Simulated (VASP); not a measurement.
Here is the system:

```
CdS
1.0
    0.00000     2.93675     2.93675
    2.93675     0.00000     2.93675
    2.93675     2.93675     0.00000
Cd S
1 1
Direct
  0.99574   0.00426   0.00426
  0.25000   0.25000   0.25000
```

Computed with r2SCAN meta-GGA, VASP's PBE PAW potentials (set 64) (plane waves; VASP). Run with 480 eV cut-off, 8×8×8 Γ-centred mesh, Gaussian smearing of 0.050 eV, potentials Cd S.

Task: Predict the energy per atom (σ→0), largest force, band gap (on the k-mesh) with the smallest direct gap where there is one.

Result: 
```
Item                                           Value
-----------------------------------  ---------------
band gap (on the k-mesh)                     1.54 eV
smallest direct gap (on the k-mesh)          1.54 eV
energy per atom (σ→0)                -14.842 eV/atom
largest force                             0.123 eV/Å
```

Total energies compare only between runs with the same potentials, cut-off and functional.

The compound is CdS in the zinc blende structure, a metastable form; wurtzite is the usual one. This cell was strained or had an atom moved on purpose.
